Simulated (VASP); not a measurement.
Method: PBE GGA, VASP's PBE PAW potentials (set 64) (plane waves; VASP).

VASP input:

POSCAR:
```
SiC
1
   -0.0000000000     2.1896998039     2.1896998039
    2.1896998039     0.0000000000     2.1896998039
    2.1896998039     2.1896998039    -0.0000000000
Si C
1 1
Direct
  0.0000000000   0.0000000000   0.0000000000
  0.2500000000   0.2500000000   0.2500000000
```

File KPOINTS:
```
Automatic mesh
0
Gamma
12 12 12
0 0 0
```

**INCAR**
```
# general
SYSTEM = SiC
PREC   = Accurate
ENCUT  = 520
LREAL  = .False.
LASPH  = .True.

# electronic loop
EDIFF  = 1E-7
NELM   = 100
ALGO   = Normal

# smearing
ISMEAR = -5

# functional
GGA    = PE

# ions
ISIF   = 2

# output
LWAVE  = .False.
LCHARG = .True.
LORBIT = 11
NEDOS  = 601
```

POTCAR, in this order: Si C (PBE.64 set). Program: vasp_std.

Output

File OUTCAR:
```
 ion  position               nearest neighbor table
   1  0.000  0.000  0.000-   2 1.90   2 1.90   2 1.90   2 1.90
   2  0.250  0.250  0.250-   1 1.90   1 1.90   1 1.90   1 1.90
  LATTYP: Found a face centered cubic cell.
 ALAT       =     4.3793996078
 Subroutine PRICEL returns:
 Original cell was already a primitive cell.
 Subroutine GETGRP returns: Found 24 space group operations
The static configuration has the point symmetry T_d .
The dynamic configuration has the point symmetry T_d .
 Subroutine INISYM returns: Found 24 space group operations
 Subroutine IBZKPT returns following result:
 Found     72 irreducible k-points:

 Following reciprocal coordinates:
            Coordinates               Weight
  0.000000  0.000000  0.000000      1.000000
  0.083333  0.000000  0.000000      8.000000
  0.166667  0.000000  0.000000      8.000000
  0.250000  0.000000  0.000000      8.000000
  0.333333  0.000000  0.000000      8.000000
  0.416667  0.000000  0.000000      8.000000
  0.500000  0.000000  0.000000      4.000000
  0.083333  0.083333  0.000000      6.000000
  0.166667  0.083333  0.000000     24.000000
  0.250000  0.083333  0.000000     24.000000
  0.333333  0.083333  0.000000     24.000000
  0.416667  0.083333  0.000000     24.000000
  0.500000  0.083333  0.000000     24.000000
 -0.416667  0.083333  0.000000     24.000000
 -0.333333  0.083333  0.000000     24.000000
 -0.250000  0.083333  0.000000     24.000000
 -0.166667  0.083333  0.000000     24.000000
 -0.083333  0.083333  0.000000     12.000000
  0.166667  0.166667  0.000000      6.000000
  0.250000  0.166667  0.000000     24.000000
  0.333333  0.166667  0.000000     24.000000
  0.416667  0.166667  0.000000     24.000000
  0.500000  0.166667  0.000000     24.000000
 -0.416667  0.166667  0.000000     24.000000
 -0.333333  0.166667  0.000000     24.000000
 -0.250000  0.166667  0.000000     24.000000
 -0.166667  0.166667  0.000000     12.000000
  0.250000  0.250000  0.000000      6.000000
  0.333333  0.250000  0.000000     24.000000
  0.416667  0.250000  0.000000     24.000000
  0.500000  0.250000  0.000000     24.000000
 -0.416667  0.250000  0.000000     24.000000
 -0.333333  0.250000  0.000000     24.000000
 -0.250000  0.250000  0.000000     12.000000
  0.333333  0.333333  0.000000      6.000000
  0.416667  0.333333  0.000000     24.000000
  0.500000  0.333333  0.000000     24.000000
 -0.416667  0.333333  0.000000     24.000000
 -0.333333  0.333333  0.000000     12.000000
  0.416667  0.416667  0.000000      6.000000
   k-points           NKPTS =     72   k-points in BZ     NKDIM =     72   number of bands    NBANDS=      8
   number of dos      NEDOS =    601   number of ions     NIONS =      2
   total plane-waves  NPLWV =  13824
   dimension x,y,z NGX =    24 NGY =   24 NGZ =   24
   dimension x,y,z NGXF=    48 NGYF=   48 NGZF=   48
   ions per type =               1   1
   PREC   = accura    normal or accurate (medium, high low for compatibility)
   ISTART =      0    job   : 0-new  1-cont  2-samecut
   ICHARG =      2    charge: 1-file 2-atom 10-const
   ISPIN  =      1    spin polarized calculation?
   LNONCOLLINEAR =      F non collinear calculations
   LSORBIT =      F    spin-orbit coupling
   INIWAV =      1    electr: 0-lowe 1-rand  2-diag
   ENCUT  =  520.0 eV  38.22 Ry    6.18 a.u.   5.76  5.76  5.76*2*pi/ulx,y,z
   NELM   =    100;   NELMIN=  2; NELMDL= -5     # of ELM steps
   EDIFF  = 0.1E-06   stopping-criterion for ELM
   LREAL  =      F    real-space projection
   NLSPLINE    = F    spline interpolate recip. space projectors
   LMAXMIX     =    2 max onsite mixed and CHGCAR
...
```

OSZICAR:
```
       N       E                     dE             d eps       ncg     rms          rms(c)
DAV:   1     0.517774229083E+01    0.51777E+01   -0.40773E+03  1192   0.844E+02
DAV:   2    -0.164913004204E+02   -0.21669E+02   -0.21347E+02  1704   0.108E+02
DAV:   3    -0.168740894870E+02   -0.38279E+00   -0.38279E+00  1368   0.177E+01
DAV:   4    -0.168752598055E+02   -0.11703E-02   -0.11703E-02  1800   0.105E+00
DAV:   5    -0.168752606860E+02   -0.88056E-06   -0.88056E-06  1352   0.186E-02    0.866E+00
DAV:   6    -0.151174699455E+02    0.17578E+01   -0.75799E+00  1240   0.155E+01    0.380E+00
DAV:   7    -0.150681751821E+02    0.49295E-01   -0.32383E-01  1792   0.407E+00    0.175E+00
DAV:   8    -0.150605589023E+02    0.76163E-02   -0.18549E-02  1176   0.125E+00    0.164E-01
DAV:   9    -0.150608486126E+02   -0.28971E-03   -0.82235E-04  1816   0.245E-01    0.104E-01
DAV:  10    -0.150609605234E+02   -0.11191E-03   -0.21702E-04  1584   0.115E-01    0.222E-02
DAV:  11    -0.150609612906E+02   -0.76724E-06   -0.44718E-05  1416   0.408E-02    0.569E-03
DAV:  12    -0.150609614431E+02   -0.15252E-06   -0.17017E-06  1392   0.101E-02    0.140E-03
DAV:  13    -0.150609615342E+02   -0.91021E-07   -0.16161E-07  1184   0.341E-03
   1 F= -.15060962E+02 E0= -.15060962E+02  d E =0.000000E+00
```

### OUTCAR
```
------------------------ aborting loop because EDIFF is reached ----------------------------------------
  FORCE on cell =-STRESS in cart. coord.  units (eV):
  Direction    XX          YY          ZZ          XY          YZ          ZX
  --------------------------------------------------------------------------------------
  Total       -0.0002846     -0.0002846     -0.0002846      0.0000000      0.0000000      0.0000000
  in kB       -0.0217130     -0.0217130     -0.0217130      0.0000000      0.0000000      0.0000000
  external PRESSURE =      -0.0217130 kB  Pullay stress =       0.0000000 kB
  volume of cell :       21.00
      direct lattice vectors                 reciprocal lattice vectors
     0.000000000  2.189699804  2.189699804    -0.228341802  0.228341802  0.228341802
     2.189699804  0.000000000  2.189699804     0.228341802 -0.228341802  0.228341802
     2.189699804  2.189699804  0.000000000     0.228341802  0.228341802 -0.228341802
  FREE ENERGIE OF THE ION-ELECTRON SYSTEM (eV)
  ---------------------------------------------------
  free  energy   TOTEN  =       -15.0609615342 eV

  energy  without entropy=      -15.0609615342  energy(sigma->0) =      -15.06096153

 total charge

# of ion       s       p       d       tot
------------------------------------------
    1        0.706   0.961   0.000   1.667
    2        0.836   1.695   0.000   2.531
--------------------------------------------------
tot          1.542   2.656   0.000   4.198
```
(Selected blocks of OUTCAR.)

The compound is SiC in the zinc blende structure. It was relaxed first.
